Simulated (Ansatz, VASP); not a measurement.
**BN: VASP beside Ansatz**

Wanted: the spread between two codes on one cell, functional and k mesh. The cell is taken from a series of runs on this material, whose earlier steps may have relaxed, scaled, displaced or heated it; both programs get it as it stands.

Method: plane waves, with VASP 6.6.1 beside it; single point at HSE06, in Ansatz 0.2.0.

### Step 1. The structure

Symmetry: P6_3/mmc, No. 194, hexagonal system. The conventional cell has a = 2.506 Å, b = 2.506 Å, c = 6.618 Å, α = 90.00°, β = 90.00°, γ = 120.00°. B has 3 N at 1.45 Å nearest. Nearest to N lie 3 B at 1.45 Å. Farther neighbours and most contacts between anions are not listed.

Structure file:

```xyz
4
Lattice="2.5065 0.0000 0.0000 -1.2532 2.1707 0.0000 0.0000 0.0000 6.6182" Properties=species:S:1:pos:R:3 pbc="T T T"
B     0.0000    1.4471    1.6546
B     1.2532    0.7236    4.9637
N     0.0000    1.4471    4.9637
N     1.2532    0.7236    1.6546
```

### Step 2. VASP: single point, HSE06

A single point gives forces, pressure and levels at one fixed geometry, so differences don't come from the geometry; what else differs is listed under the comparison.

Lines of VASP's logs that name or quote its potential files are left out, and so is its time.

The run reads the wave functions of an earlier VASP run, which isn't shown here.

File INCAR:

```
SYSTEM = BN
PREC = Accurate
ENCUT = 520
EDIFF = 1E-06
NELM = 100
ISMEAR = 0
SIGMA = 0.01
LREAL = .FALSE.
ALGO = Normal
LHFCALC = .TRUE.
AEXX = 0.25
GGA = PE
HFSCREEN = 0.208
LASPH = .TRUE.
NBANDS = 14
PRECFOCK = Fast
LORBIT = 11
LWAVE = .FALSE.
LCHARG = .FALSE.
KPAR = 4
ISIF = 2
```

File POSCAR:

```
BN
1.0
    2.5064595797      0.0000000000      0.0000000000
   -1.2532297898      2.1706576696      0.0000000000
    0.0000000000      0.0000000000      6.6182442816
B N
2 2
Direct
    0.3333333333      0.6666666667      0.2500000000
    0.6666666667      0.3333333333      0.7500000000
    0.3333333333      0.6666666667      0.7500000000
    0.6666666667      0.3333333333      0.2500000000
```

File KPOINTS:

```
Automatic mesh
0
Gamma
6 6 2
0 0 0
```

Potentials, in the order of the species: B and N (PBE family, release 64).

On the command line:

```console
mpirun -np 4 vasp_std
```

Numbers of over 12 decimals in the logs are rounded to 6 here.

The log of the run:

```text
[banner, memory and clock lines left out]
running    4 mpi-ranks, on    1 nodes
 distrk:  each k-point on    1 cores,    4 groups
 distr:  one band on    1 cores,    1 groups

 POSCAR found type information on POSCAR B N
 POSCAR found :  2 types and       4 ions
 LDA part: xc-table for (Slater+PW92), standard interpolation
 found WAVECAR, reading the header
 POSCAR, INCAR and KPOINTS ok, starting setup
 FFT: planning ... GRIDC
 FFT: planning ... GRID_SOFT
 FFT: planning ... GRID
 reading WAVECAR
 the WAVECAR file was read successfully
 initial charge from wavefunction
 entering main loop
       N       E                     dE             d eps       ncg     rms          rms(c)
DAV:   1    -0.407733255876E+02   -0.40773E+02   -0.38963E-01   428   0.636E+00    0.667E-01
DAV:   2    -0.407764672699E+02   -0.31417E-02   -0.85732E-03   464   0.738E-01    0.447E-01
DAV:   3    -0.407749852530E+02    0.14820E-02   -0.12801E-03   452   0.281E-01    0.257E-01
DAV:   4    -0.407746839914E+02    0.30126E-03   -0.39064E-04   440   0.153E-01    0.150E-01
DAV:   5    -0.407745976927E+02    0.86299E-04   -0.59344E-05   434   0.670E-02    0.853E-02
DAV:   6    -0.407745698881E+02    0.27805E-04   -0.20321E-05   458   0.416E-02    0.458E-02
DAV:   7    -0.407745626176E+02    0.72704E-05   -0.55280E-06   464   0.226E-02    0.246E-02
DAV:   8    -0.407745606555E+02    0.19621E-05   -0.94662E-07   262   0.103E-02    0.140E-02
DAV:   9    -0.407745600600E+02    0.59548E-06   -0.40724E-07   208   0.683E-03
   1 F= -.40774560E+02 E0= -.40774560E+02  d E =-.632764E-21
```

Parts of OUTCAR (step 2):

```text
ion  position               nearest neighbor table
   1  0.333  0.667  0.250-   4 1.45   4 1.45   4 1.45
   2  0.667  0.333  0.750-   3 1.45   3 1.45   3 1.45
   3  0.333  0.667  0.750-   2 1.45   2 1.45   2 1.45
   4  0.667  0.333  0.250-   1 1.45   1 1.45   1 1.45

  LATTYP: Found a hexagonal cell.
 ALAT       =     2.5064595797
 C/A-ratio  =     2.6404751687

 Subroutine GETGRP returns: Found 24 space group operations
 (whereof 12 operations were pure point group operations)

The static configuration has the point symmetry D_3d.
 The point group associated with its full space group is D_6h.

 Found     14 irreducible k-points:

   k-points           NKPTS =     14   k-points in BZ     NKDIM =     72   number of bands    NBANDS=     14

   dimension x,y,z NGX =    20 NGY =   20 NGZ =   50
   dimension x,y,z NGXF=    40 NGYF=   40 NGZF=  100

   ENCUT  =  520.0 eV  38.22 Ry    6.18 a.u.   4.66  4.66 12.31*2*pi/ulx,y,z

   NELECT =      16.0000    total number of electrons

 k-points in reciprocal lattice and weights: Automatic mesh
   0.00000000  0.00000000  0.00000000       0.014
   0.16666667  0.00000000  0.00000000       0.083
   0.33333333  0.00000000  0.00000000       0.083
   0.50000000  0.00000000  0.00000000       0.042
   0.16666667  0.16666667  0.00000000       0.083
   0.33333333  0.16666667  0.00000000       0.167
   0.33333333  0.33333333  0.00000000       0.028
   0.00000000  0.00000000  0.50000000       0.014
   0.16666667  0.00000000  0.50000000       0.083
[...]
0.33333333  0.16666667  0.50000000       0.167
   0.33333333  0.33333333  0.50000000       0.028

  exchange ACFDT corr.  =         0.00000000  see jH, gK, PRB 81, 115126

 average (electrostatic) potential at core
       1 -26.0546       2 -26.0546       3 -59.7807       4 -59.7807

 E-fermi :   1.5362

 k-point     1 :       0.0000    0.0000    0.0000
  band No.  band energies     occupation
    ...
      4      -2.9775      2.00000
      5      -0.1000      2.00000
      6      -0.1000      2.00000
      7      -0.0572      2.00000
      8      -0.0572      2.00000
      9       7.9341      0.00000
     10      13.5548      0.00000
     11      14.7443      0.00000
     12      14.7443      0.00000
     13      14.8893      0.00000
    ...

 k-point     2 :       0.1667    0.0000    0.0000
  band No.  band energies     occupation
    ...
      4      -2.2479      2.00000
      5      -2.2399      2.00000
      6      -2.1907      2.00000
      7      -1.0585      2.00000
      8      -1.0022      2.00000
      9       8.8600      0.00000
     10      13.0630      0.00000
     11      14.1004      0.00000
     12      14.5898      0.00000
     13      14.6402      0.00000
    ...

 k-point     3 :       0.3333    0.0000    0.0000
  band No.  band energies     occupation
    ...
      4      -6.0597      2.00000
      5      -2.5339      2.00000
      6      -2.4643      2.00000
      7      -2.2101      2.00000
      8      -0.3217      2.00000
      9       9.8543      0.00000
     10      10.8200      0.00000
     11      11.0091      0.00000
     12      13.2659      0.00000
     13      14.4923      0.00000
    ...

  Total       -0.9932379     -0.9932379      0.5320607     -0.0000000      0.0000000      0.0000000
  in kB      -44.1945827    -44.1945827     23.6742884     -0.0000000      0.0000000      0.0000000
  external PRESSURE =     -21.5716257 kB  Pullay stress =       0.0000000 kB

  energy-cutoff  :      520.00
  volume of cell :       36.01
      direct lattice vectors                 reciprocal lattice vectors
     2.506459580  0.000000000  0.000000000     0.398969131  0.230344935  0.000000000
    -1.253229790  2.170657670  0.000000000     0.000000000  0.460689870  0.000000000
     0.000000000  0.000000000  6.618244282     0.000000000  0.000000000  0.151097475

 POSITION                                       TOTAL-FORCE (eV/Angst)
 -----------------------------------------------------------------------------------
     -0.00000      1.44711      1.65456        -0.000000      0.000000     -0.000000
      1.25323      0.72355      4.96368        -0.000000      0.000000     -0.000000
     -0.00000      1.44711      4.96368         0.000000     -0.000000      0.000000
      1.25323      0.72355      1.65456        -0.000000      0.000000      0.000000
 -----------------------------------------------------------------------------------
    total drift:                               -0.000000     -0.000000     -0.000000

  FREE ENERGIE OF THE ION-ELECTRON SYSTEM (eV)
  ---------------------------------------------------
  free  energy   TOTEN  =       -40.7745600600 eV

  energy  without entropy=      -40.7745600600  energy(sigma->0) =      -40.77456006

 total charge
# of ion       s       p       d       tot
------------------------------------------
    1        0.749   1.406   0.000   2.155
    2        0.749   1.406   0.000   2.155
    3        1.229   2.810   0.000   4.039
    4        1.229   2.810   0.000   4.039
--------------------------------------------------
tot          3.955   8.432   0.000  12.387

[... 3 further parts left out ...]
```

The run ends at a pressure of -2.16 GPa.

### Step 3. Ansatz: single point, HSE06

Ansatz runs on its default PAW (the set named soft_2) files.

The same cell, functional and mesh now go to Ansatz, which takes its cutoff from its data sets.

File input.yaml:

```yaml
crystal:
  lattice:
    - [2.5064595797, 0.0, 0.0]
    - [-1.2532297898, 2.1706576696, 0.0]
    - [0.0, 0.0, 6.6182442816]
  atoms:
    - { symbol: B, position: [0.3333333333, 0.6666666667, 0.25] }
    - { symbol: B, position: [0.6666666667, 0.3333333333, 0.75] }
    - { symbol: "N", position: [0.3333333333, 0.6666666667, 0.75] }
    - { symbol: "N", position: [0.6666666667, 0.3333333333, 0.25] }
kpoints:
  mp_grid: { grid: [6, 6, 2] }
  band_path:
    path:
      - [0.0, 0.0, 0.0]
      - [0.5, 0.0, 0.0]
      - [0.33333333, 0.33333333, 0.0]
      - [0.0, 0.0, 0.5]
      - [0.5, 0.0, 0.5]
      - [0.33333333, 0.33333333, 0.5]
      - [0.299999997, 0.299999997, 0.0]
    npoints: 1
hamiltonian:
  xc: hse06
scf:
  occupations: { method: fixed }
  n_extra_bands: 5
output:
  eigenvalues: true
```

On the command line:

```console
ansatz run input.yaml --threads 2 --pin off --max-ram 92160MiB --backend cuda --devices 1 --max-vram 13GiB --events-out ev --progress --plain --runs-dir out
```

The log of the run:

```text
scf.n_extra_bands = 5 over 8 filled bands (N_el = 16.0): the run solves 13 bands
GPUs: using 1 of 1 available (devices: 1).
Engine: ansatz 0.2.0, x86_64-unknown-linux-gnu
Pseudopotentials: kind: paw
Pseudopotential: B, paw, valence charge 3, recommended cutoff 420 eV (normal), B.paw.azcp
Pseudopotential: N, paw, valence charge 5, recommended cutoff 420 eV (normal), N.paw.azcp
Functional definition: HSE06
  parameter a = 0.25
  parameter omega = 0.11/bohr
  exchange = pbe_x - a*pbe_x_sr(omega) + a*exact_x_sr(omega)
  correlation = pbe_c
davidson cushion auto → on  (no smearing: the cushion is to keep the highest requested band from converging to the state above it; pin scf.eigensolver.cushion to override)
device memory: the entry about to start is reckoned to put 0.4 GiB on a device that reports 57.8 GiB free (of which the cap on the GPU budget leaves the run 13.0 GiB)
GPU FFT provider: cuFFT
GPU libraries: cuBLAS 13.8.2, cuFFT 12.4.0, cuSOLVER 12.3.4
Crystal: 4 atoms, lattice volume = 36.008 Å³
Basis set: ecut = 420 eV, 713 PW (Γ)
Bands: 13, of which v1, the nominal top of the filled ones, is band 8 counted from 1 (7 counted from 0)
Symmetry: 24 space group operations
Space group: P63/mmc (ITA 194), of the structure as read, at distance tolerance 3.3e-5 Å
k-points: 14 of 72
Non-local potential: B, projectors of the file, l = 0: 2, l = 1: 2, l = 2: 1
Non-local potential: N, projectors of the file, l = 0: 2, l = 1: 2, l = 2: 1
PAW form: soft (Blöchl's): semilocal exchange-correlation on the pseudo side does not see the compensation charge
PAW frozen core: B, regenerated for the run's functional, and the local potential with it (the file was generated under x = pbe(κ = 0.804, μ = 0.219515), c = pbe(β = 0.066725))
PAW frozen core: N, regenerated for the run's functional, and the local potential with it (the file was generated under x = pbe(κ = 0.804, μ = 0.219515), c = pbe(β = 0.066725))
PAW one-centre angular grid: B, 110 points (default); XC on 64 Gauss nodes
PAW one-centre angular grid: N, 110 points (default); XC on 64 Gauss nodes
Initial density: superposition of atomic densities (neutral atoms: chi_scale 0, normalization atom), corrected by the library's trained network
Initial wavefunctions: pseudopotential atomic-orbital guess
GPU buffer pool allocated for 14580 grid points (all kernels)
GPU transforms: local potential and band sums: pruned to the plane-wave sphere, on 18×18×45
Functional: x = pbe(κ = 0.804, μ = 0.219515), c = pbe(β = 0.066725), warm-up for x = pbe(κ = 0.804, μ = 0.219515) + 0.25 (exact − pbe) at short range (hse, ω = 0.207870 Å⁻¹), c = pbe(β = 0.066725); HSE06 as pw.x's `hse` composes it (authors' and Libxc's form: `xc: wpbeh`)
SCF iter   1: F=—  HF=-1084.802073 eV  |F-HF|=—  |Δ(HF+E_count)|=         —  Δρ=1.53e-3  dr2=2.28e-4  ethr=1.77e-3  ⟨swp⟩=2.5  Hψ=1358  notcnv=0
preconditioner: auto → none  [insulator: Δε(μ)=4.268 eV  Ē_g=16.594 eV  n_scr=4 (ndim 8)  ℏωp=24.8 eV  f_vac=0.020]
SCF iter   2: F=-1084.803435 eV  HF=-1084.803076 eV  |F-HF|=3.59e-4  |Δ(HF+E_count)|=   1.00e-3  Δρ=7.41e-4  dr2=3.72e-5  ethr=1.43e-6  ⟨swp⟩=4.0  Hψ=577  notcnv=0
SCF 1 stopped early in 2 iterations: F = -1084.803435 eV  dr2 = 3.72e-5
  greatest PAW one-centre occupation: 0.797 electrons in one spin orbital (limit 2), on the N atom at site 3 (counted from 0), in its partial waves of l = 0
device memory: the entry about to start is reckoned to put 1.1 GiB on a device that reports 57.8 GiB free (of which the cap on the GPU budget leaves the run 13.0 GiB)
GPU FFT provider: cuFFT
GPU libraries: cuBLAS 13.8.2, cuFFT 12.4.0, cuSOLVER 12.3.4
Initial density: handed on by an earlier stage of this run
Initial wavefunctions: those handed on with the density
GPU buffer pool allocated for 14580 grid points (all kernels)
GPU transforms: local potential and band sums: pruned to the plane-wave sphere, on 18×18×45
Functional: x = pbe(κ = 0.804, μ = 0.219515) + 0.25 (exact − pbe) at short range (hse, ω = 0.207870 Å⁻¹), c = pbe(β = 0.066725); HSE06 as pw.x's `hse` composes it (authors' and Libxc's form: `xc: wpbeh`)
Exchange kernel: α = 0.2500, screened, ω = 0.2079 Å⁻¹, Wigner–Seitz truncation, v(0) = 1016.3936 eV·Å³, q-mesh 6×6×2, nearest image of the exchange supercell L = 13.24 Å, pair-density grid 15×15×32, without the augmentation charges, whose exchange is taken in its separable form by FFT convolution over the k-point mesh (sized by the pseudopotential files, 15×15×45 at the most), smooth part of the exact exchange by density-matrix convolution in up to 763.7 MiB of GPU memory as planned if the GPU has room (build and FFT work areas not counted)
Frozen-core exchange: fock
SCF iter   1: F=—  HF=-1085.033140 eV  |F-HF|=—  |Δ(HF+E_count)|=         —  Δρ=7.78e-3  dr2=1.43e-2  ethr=2.32e-6  ⟨swp⟩=6.9  Hψ=984  notcnv=0
preconditioner: auto → none  [insulator: Δε(μ)=5.584 eV  Ē_g=18.887 eV  n_scr=4 (ndim 8)  ℏωp=24.8 eV  f_vac=0.020]
SCF iter   2: F=—  HF=-1085.028361 eV  |F-HF|=—  |Δ(HF+E_count)|=   4.78e-3  Δρ=3.65e-3  dr2=2.38e-3  ethr=2.32e-6  ⟨swp⟩=3.9  Hψ=647  notcnv=0
SCF iter   3: F=—  HF=-1085.033334 eV  |F-HF|=—  |Δ(HF+E_count)|=   4.97e-3  Δρ=1.72e-3  dr2=9.22e-4  ethr=2.32e-6  ⟨swp⟩=3.8  Hψ=575  notcnv=0
iter 4 solved again at ethr=6.39e-8 eV; its pass at ethr=2.32e-6 eV (dr2=1.02e-5 eV) is discarded
SCF iter   4: F=—  HF=-1085.033053 eV  |F-HF|=—  |Δ(HF+E_count)|=   2.81e-4  Δρ=2.28e-4  dr2=2.51e-5  ethr=6.39e-8  ⟨swp⟩=2.2  Hψ=991  notcnv=0
SCF iter   5: F=—  HF=-1085.033141 eV  |F-HF|=—  |Δ(HF+E_count)|=   8.87e-5  Δρ=2.32e-4  dr2=1.63e-5  ethr=6.39e-8  ⟨swp⟩=3.9  Hψ=566  notcnv=0
SCF iter   6: F=-1085.033137 eV  HF=-1085.033137 eV  |F-HF|=4.31e-8  |Δ(HF+E_count)|=   4.53e-6  Δρ=2.47e-5  dr2=1.14e-6  ethr=6.39e-8  ⟨swp⟩=3.0  Hψ=458  notcnv=0
SCF 2 stopped early in 6 iterations: F = -1085.033137 eV  dr2 = 1.14e-6
  greatest PAW one-centre occupation: 0.799 electrons in one spin orbital (limit 2), on the N atom at site 3 (counted from 0), in its partial waves of l = 0
hybrid outer 1: dexx = +6.377e-3 eV, tail = 1.27e-5 eV
GPU FFT provider: cuFFT
GPU libraries: cuBLAS 13.8.2, cuFFT 12.4.0, cuSOLVER 12.3.4
GPU buffer pool allocated for 14580 grid points (all kernels)
GPU transforms: local potential and band sums: pruned to the plane-wave sphere, on 18×18×45
Exchange kernel: α = 0.2500, screened, ω = 0.2079 Å⁻¹, Wigner–Seitz truncation, v(0) = 1016.3936 eV·Å³, q-mesh 6×6×2, nearest image of the exchange supercell L = 13.24 Å, pair-density grid 15×15×32, without the augmentation charges, whose exchange is taken in its separable form by FFT convolution over the k-point mesh (sized by the pseudopotential files, 15×15×45 at the most), smooth part of the exact exchange by density-matrix convolution in up to 763.7 MiB of GPU memory as planned if the GPU has room (build and FFT work areas not counted)
Frozen-core exchange: fock
SCF iter   1: F=—  HF=-1085.033216 eV  |F-HF|=—  |Δ(HF+E_count)|=         —  Δρ=4.31e-5  dr2=3.57e-7  ethr=3.98e-7  ⟨swp⟩=3.0  Hψ=457  notcnv=0
preconditioner: auto → none  [insulator: Δε(μ)=5.585 eV  Ē_g=18.892 eV  n_scr=4 (ndim 8)  ℏωp=24.8 eV  f_vac=0.020]
iter 2 solved again at ethr=7.20e-11 eV; its pass at ethr=2.12e-9 eV (dr2=1.15e-8 eV) is discarded
SCF iter   2: F=—  HF=-1085.033216 eV  |F-HF|=—  |Δ(HF+E_count)|=   7.79e-8  Δρ=1.12e-5  dr2=1.06e-7  ethr=7.20e-11  ⟨swp⟩=2.4  Hψ=1011  notcnv=0
SCF iter   3: F=-1085.033216 eV  HF=-1085.033216 eV  |F-HF|=9.81e-10  |Δ(HF+E_count)|=   1.12e-7  Δρ=4.80e-6  dr2=3.21e-9  ethr=6.96e-11  ⟨swp⟩=4.3  Hψ=625  notcnv=0
SCF 3 converged in 3 iterations: F = -1085.033216 eV  dr2 = 3.21e-9
hybrid outer 2: dexx = +1.699e-7 eV, tail = 1.06e-8 eV, Δε = 1.98e-3 eV (about 8.19e-5 eV left of the loop's levels)
device memory: the entry about to start is reckoned to put 0.3 GiB on a device that reports 66.0 GiB free (of which the cap on the GPU budget leaves the run 13.0 GiB)
NSCF: frozen V_eff on 7 k-points
hybrid SCF converged: 2 outer / 9 inner (+2 warm-up), last move |dexx| = 1.70e-7 eV, tail = 1.06e-8 eV
Stability not checked: this state was not tested for a lower state beside it, because the functional holds exact exchange (a hybrid, or Hartree-Fock), whose exchange loop this test does not read (fock_operator; see scf.lower_state_search)
Free energy (F): -1085.033216 eV
Frozen-core exchange: fock
Harris-Foulkes:  -1085.033216 eV  (|F-HF|=9.81e-10)
Internal energy: -1085.033216 eV  (E = F + TS)
E sigma→0 (E₀):  -1085.033216 eV
Fermi energy:    3.949113 eV
--- Per-component energies (eV) ---
  E_band       = -62.451028
  E_kinetic    = 366.688046
  E_local      = -687.343339  (includes V_loc(G=0)·N_el)
  E_nonlocal   = 113.591912
  E_hartree    = 222.046926
  E_xc         = -149.210821
  E_vxc        = -183.324161  (∫ρ·V_xc dr)
  E_exx        = -38.755526  (= α·E_x^exact, valence–valence)
  E_paw        = -410.208403  (= ΣΔE_a)
  E_vpaw       = -38.646185  (= ΣTr[D̂ρ^β])
  E_aug_tail   = 0.000203  (compensation charges beyond the density's cutoff)
  E_ewald      = -501.772808
  E_core_change = -0.069406  (= ΣΔE_core)
  E_smearing   = -0.000000  (= −TS)
  E_closure    = -0.000000  (closes the sum)
  Σ components = -1085.033216   (vs F -1085.033216, Δ=0.00e0)
--- Band table (eV; the first three rows and the last of 14) ---
  k-point 0: bands = [... 4 lower, 2.3685, 2.3685, 2.4105, 2.4105, 10.4094, 16.0290, 17.2414, 17.2414, ... 1 higher]
  k-point 1: bands = [... 4 lower, 2.3896, 2.3896, 2.3896, 2.3896, 12.9783, 12.9783, 17.3125, 17.3125, ... 1 higher]
  k-point 2: bands = [... 4 lower, 0.2311, 0.2800, 1.4105, 1.4665, 11.3353, 15.5378, 16.5879, 17.0656, ... 1 higher]
  k-point 13: bands = [... 4 lower, -3.9981, -3.9981, 3.9491, 3.9491, 9.9955, 9.9955, 17.2466, 17.2466, ... 1 higher]
```

Reading the cycles: dr2 is the Hartree energy of the density residual (eV), the measure of convergence; HF is the Harris–Foulkes estimate of the energy, which meets the free energy F at convergence.

### Step 4. Side by side

Known differences besides the potentials themselves: exact exchange at q = 0 is treated differently, which shows on coarse meshes; VASP keeps PBE cores, Ansatz makes them for the functional; fixed occupations in Ansatz, narrow Gaussian smearing in VASP; the cutoff is 420 eV in Ansatz and 520 eV in VASP; VASP takes a coarser grid for exact exchange (PRECFOCK = Fast). Total energies have different zeros and are not compared.

Both answers:

```
              quantity  Ansatz   VASP  difference
gap on the k mesh (eV)   5.585  5.575      +0.010
```

A gap on the mesh is an upper bound, since the band edges may lie between its points.

### Step 5. What came out

```
difference in gap on the k mesh (single point, HSE06) : 0.0097 eV
```

The difference in gap on the k mesh is 0.0097 eV (single point, HSE06), within the 0.08 eV picked in this series as the mark of a large difference. Such differences can come from data sets, numerical settings and the points named under the comparisons, not from the functional's error against experiment.

[Lines on the potential files, build, host, timing and source positions are cut from VASP's logs without a mark.]

[Logs are printed without paths, hosts, clocks, repeated set-up lines and the standing remarks that a program may print on its own settings, such as how far it seeks lower states.]

[Hosts, paths, dates, database ids (printed as entryN), source tags and the programs' standing remarks are cut or masked in the printed files.]
